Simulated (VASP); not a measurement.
Data:

```
CELL_PARAMETERS angstrom
      1.35777    -2.38755     0.00000
      1.35777     2.38755     0.00000
      0.00000     0.00000     4.39952
ATOMIC_POSITIONS crystal
  Re 0.33333 0.66667 0.25000
  Re 0.66667 0.33333 0.75000
```

Computed with r2SCAN meta-GGA, VASP's PBE PAW potentials (set 64) (plane waves; VASP). Numerical set-up: 480 eV cut-off, 14×14×8 Γ-centred mesh, first-order Methfessel-Paxton smearing of 0.10 eV, potentials Re.

Unless said otherwise, spin-orbit coupling is left out, though it shifts the bands of the heavy elements here.

### Question
Predict the energy per atom (σ→0), pressure, band gap (on the k-mesh) with the smallest direct gap where there is one.

### Answer

```json
{
 "band gap (on the k-mesh)": "none (metal, semimetal or under 0.01 eV)",
 "energy per atom (σ→0)": "-52.431 eV/atom",
 "pressure": "12.99 GPa"
}
```

Only differences to runs with the same potentials and settings are physical.

The compound is Re in the hcp structure. This cell was strained or had an atom moved on purpose.
